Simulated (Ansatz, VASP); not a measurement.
**KBr in two plane-wave programs**

Wanted: the spread between two codes on one cell, functional and k mesh. The cell is taken from a series of runs on this material, whose earlier steps may have relaxed, scaled, displaced or heated it; both programs get it as it stands.

Main program and level: Ansatz 0.2.0; plane waves, with VASP 6.6.1 beside it; dielectric response at LDA.

### Step 1. The starting structure

It takes space group Fm-3m (No. 225, cubic). Conventional cell: a = 6.600 Å, b = 6.600 Å, c = 6.600 Å, α = 90.00°, β = 90.00°, γ = 90.00°. Nearest to K lie 6 Br at 3.30 Å. Nearest to Br lie 6 K at 3.30 Å. Farther neighbours and most contacts between anions are not listed.

Coordinates:

```cif
data_structure
_symmetry_space_group_name_H-M 'P 1'
_symmetry_Int_Tables_number 1
_cell_length_a 4.6669
_cell_length_b 4.6669
_cell_length_c 4.6669
_cell_angle_alpha 60.000
_cell_angle_beta 60.000
_cell_angle_gamma 60.000
_cell_volume 71.87
loop_
_atom_site_label
_atom_site_type_symbol
_atom_site_fract_x
_atom_site_fract_y
_atom_site_fract_z
_atom_site_occupancy
K1 K 0.00000 0.00000 0.00000 1
Br2 Br 0.50000 0.50000 0.50000 1
```

### Step 2. Ansatz: dielectric response, LDA

Ansatz runs on its default PAW (the set named soft_2) files.

The response to a field tests empty states and converges slowly with the mesh.

File input.yaml:

```yaml
crystal:
  lattice:
    - [0.0, 3.3, 3.3]
    - [3.3, 0.0, 3.3]
    - [3.3, 3.3, 0.0]
  atoms:
    - { symbol: K, position: [0.0, 0.0, 0.0] }
    - { symbol: Br, position: [0.5, 0.5, 0.5] }
kpoints:
  mp_grid: { grid: [6, 6, 6] }
hamiltonian:
  xc: lda
scf:
  occupations: { method: fixed }
dielectric: {}
```

Launch:

```
$ ansatz run input.yaml --threads 4 --pin off --max-ram 7372MiB --backend cpu --events-out ev --progress --plain --runs-dir out
```

Numbers of over 12 decimals in the logs are rounded to 6 here.

The log of the run:

```text
Engine: ansatz 0.2.0, x86_64-unknown-linux-gnu
Pseudopotentials: kind: paw
Pseudopotential: K, paw, valence charge 9, recommended cutoff 420 eV (normal), K.paw.azcp
Pseudopotential: Br, paw, valence charge 7, recommended cutoff 420 eV (normal), Br.paw.azcp
Functional definition: SPW92
  exchange = slater_x
  correlation = pw_c
Crystal: 2 atoms, lattice volume = 71.874 Å³
Basis set: ecut = 420 eV, 1411 PW (Γ), exchange–correlation on 64×64×64 points (8 copies of the dense FFT grid, shifted against one another)
Bands: 12, of which v1, the nominal top of the filled ones, is band 8 counted from 1 (7 counted from 0)
Symmetry: 48 space group operations
k-points: 30 of 216 (irreducible under 8 space group operations, time reversal used)
Non-local potential: K, projectors of the file, l = 0: 3, l = 1: 2, l = 2: 2
Non-local potential: Br, projectors of the file, l = 0: 2, l = 1: 2, l = 2: 2
PAW form: soft (Blöchl's): semilocal exchange-correlation on the pseudo side does not see the compensation charge
PAW frozen core: K, regenerated for the run's functional, and the local potential with it (the file was generated under x = pbe(κ = 0.804, μ = 0.219515), c = pbe(β = 0.066725))
PAW frozen core: Br, regenerated for the run's functional, and the local potential with it (the file was generated under x = pbe(κ = 0.804, μ = 0.219515), c = pbe(β = 0.066725))
PAW one-centre angular grid: K, 110 points (default); XC on 64 Gauss nodes
PAW one-centre angular grid: Br, 110 points (default); XC on 64 Gauss nodes
Initial density: superposition of atomic densities (neutral atoms: chi_scale 0, normalization atom), corrected by the library's trained network
Initial wavefunctions: pseudopotential atomic-orbital guess
Functional: x = slater, c = lda
SCF iter   1: F=—  HF=-4193.599948 eV  |F-HF|=—  |Δ(HF+E_count)|=         —  Δρ=4.67e-3  dr2=9.67e-3  ethr=1.77e-3  ⟨swp⟩=5.3  Hψ=1980  notcnv=0  defer=53
preconditioner: auto → none  [insulator: Δε(μ)=3.992 eV  Ē_g=14.429 eV  n_scr=14 (ndim 8)  ℏωp=16.4 eV  f_vac=0.056  ε∞_Penn≈2.3]
SCF iter   2: F=—  HF=-4193.597274 eV  |F-HF|=—  |Δ(HF+E_count)|=   2.67e-3  Δρ=2.27e-3  dr2=1.74e-3  ethr=6.04e-5  ⟨swp⟩=2.5  Hψ=741  notcnv=0  defer=58
SCF iter   3: F=—  HF=-4193.596837 eV  |F-HF|=—  |Δ(HF+E_count)|=   4.37e-4  Δρ=1.80e-4  dr2=2.19e-5  ethr=1.09e-5  ⟨swp⟩=1.0  Hψ=360  notcnv=0  defer=54
SCF iter   4: F=—  HF=-4193.596835 eV  |F-HF|=—  |Δ(HF+E_count)|=   1.67e-6  Δρ=3.58e-5  dr2=5.84e-7  ethr=1.37e-7  ⟨swp⟩=2.8  Hψ=606  notcnv=0  defer=26
SCF iter   5: F=—  HF=-4193.596833 eV  |F-HF|=—  |Δ(HF+E_count)|=   1.71e-6  Δρ=1.44e-5  dr2=3.44e-8  ethr=3.65e-9  ⟨swp⟩=2.0  Hψ=478  notcnv=0  defer=5
SCF iter   6: F=—  HF=-4193.596833 eV  |F-HF|=—  |Δ(HF+E_count)|=   3.89e-9  Δρ=2.27e-6  dr2=2.01e-9  ethr=2.15e-10  ⟨swp⟩=2.4  Hψ=579  notcnv=0  defer=5
SCF iter   7: F=—  HF=-4193.596833 eV  |F-HF|=—  |Δ(HF+E_count)|=  6.62e-10  Δρ=7.80e-7  dr2=2.02e-10  ethr=1.25e-11  ⟨swp⟩=2.1  Hψ=529  notcnv=0  defer=5
SCF iter   8: F=-4193.596833 eV  HF=-4193.596833 eV  |F-HF|=1.82e-12  |Δ(HF+E_count)|=  8.19e-11  Δρ=4.06e-8  dr2=7.71e-13  ethr=1.00e-12  ⟨swp⟩=4.4  Hψ=1481  notcnv=0
SCF 1 converged in 8 iterations: F = -4193.596833 eV  dr2 = 7.71e-13
  greatest PAW one-centre occupation: 0.985 electrons in one spin orbital (limit 2), on the K atom at site 0 (counted from 0), in its partial waves of l = 0
NSCF: frozen V_eff on 2 k-points
DFPT response loops at Γ: preconditioner auto → none (the input reference at scf.mixing.eps_inf says where Resta's filter doesn't serve); β = 0.50; Broyden in place of MSR1
── the response to a field inside a basis, on 6×6×6 k-points: an SCF that follows is theirs, and a resumed run solves both again ──
Bands: 9, of which v1, the nominal top of the filled ones, is band 8 counted from 1 (7 counted from 0)
k-points: 28 of 216 (irreducible under 12 space group operations)
Initial density: handed on by an earlier stage of this run
Initial wavefunctions: pseudopotential atomic-orbital guess (no wavefunctions were taken with the density)
Eigensolver: Dense (28 Hₖ)
SCF iter   1: F=—  HF=-4193.596258 eV  |F-HF|=—  |Δ(HF+E_count)|=         —  Δρ=3.87e-5  dr2=1.63e-7  ethr=1.00e-1
preconditioner: auto → none  [insulator: Δε(μ)=4.247 eV  Ē_g=12.917 eV  n_scr=14 (ndim 8)  ℏωp=16.4 eV  f_vac=0.048  ε∞_Penn≈2.6]
SCF iter   2: F=-4193.596258 eV  HF=-4193.596258 eV  |F-HF|=8.69e-8  |Δ(HF+E_count)|=   2.49e-7  Δρ=1.89e-5  dr2=3.60e-8  ethr=1.02e-9
SCF 1 converged in 2 iterations: F = -4193.596258 eV  dr2 = 3.60e-8
DFPT response loops at Γ: mixed as the last ones told, above
SCF converged after 8 iterations
Free energy (F): -4193.596833 eV
Harris-Foulkes:  -4193.596833 eV  (|F-HF|=1.82e-12)
Internal energy: -4193.596833 eV  (E = F + TS)
E sigma→0 (E₀):  -4193.596833 eV
Fermi energy:    0.787098 eV
--- Per-component energies (eV) ---
  E_band       = -136.999485
  E_kinetic    = 387.768477
  E_local      = -841.626044  (includes V_loc(G=0)·N_el)
  E_nonlocal   = 87.034774
  E_hartree    = 270.621446
  E_xc         = -394.595218
  E_vxc        = -268.880005  (∫ρ·V_xc dr)
  E_paw        = -2903.278429  (= ΣΔE_a)
  E_vpaw       = -42.539594  (= ΣTr[D̂ρ^β])
  E_aug_tail   = -0.000004  (compensation charges beyond the density's cutoff)
  E_ewald      = -799.985846
  E_core_change = 0.464011  (= ΣΔE_core)
  E_smearing   = -0.000000  (= −TS)
  E_closure    = 0.000000  (closes the sum)
  Σ components = -4193.596833   (vs F -4193.596833, Δ=0.00e0)
--- Band table (eV; the first three rows and the last of 30) ---
  k-point 0: bands = [... 4 lower, -10.3459, 0.7871, 0.7871, 0.7871, 4.8176, 8.1437, 8.1437, 8.1437]
  k-point 1: bands = [... 4 lower, -10.2866, 0.3909, 0.6934, 0.6934, 5.4987, 7.9820, 8.4701, 8.4701]
  k-point 2: bands = [... 4 lower, -10.1768, -0.2121, 0.5183, 0.5183, 6.6294, 8.2109, 9.3400, 9.3400]
  k-point 29: bands = [... 4 lower, -10.2924, 0.0441, 0.2848, 0.3160, 7.0919, 8.3911, 8.7809, 9.7667]
--- Dielectric response (ions clamped): 3 representative field directions + reference, inside a basis on a mesh of 216 k-points (Σ response iterations 12) ---
  ε∞ (high-frequency dielectric tensor):
        2.625476    -0.000000    -0.000000
       -0.000000     2.625476     0.000000
       -0.000000     0.000000     2.625476
  Born effective charges Z* (e; rows j = field, columns β = displacement):
    site 0:
         1.12487   -0.00000    0.00000
        -0.00000    1.12487    0.00000
         0.00000    0.00000    1.12487
    site 1:
        -1.12487    0.00000   -0.00000
         0.00000   -1.12487   -0.00000
        -0.00000   -0.00000   -1.12487
  Z* charge neutrality: 2.338e-4 e pre-enforcement
  solved inside a basis spanned on kpoints, on 6×6×6 k-points, its susceptibility summed on 10×10×10: ε∞ is read to err by 5.2e-3, Z* by 9.5e-3 e (field_mesh: kpoints solves on kpoints); Z* is corrected for what the basis lacks
```

[end of part 1 of 2]

[Lines on the potential files, build, host, timing and source positions are cut from VASP's logs without a mark.]

[Logs are printed without paths, hosts, clocks, repeated set-up lines and the standing remarks that a program may print on its own settings, such as how far it seeks lower states.]

[Hosts, paths, dates, database ids (printed as entryN), source tags and the programs' standing remarks are cut or masked in the printed files.]
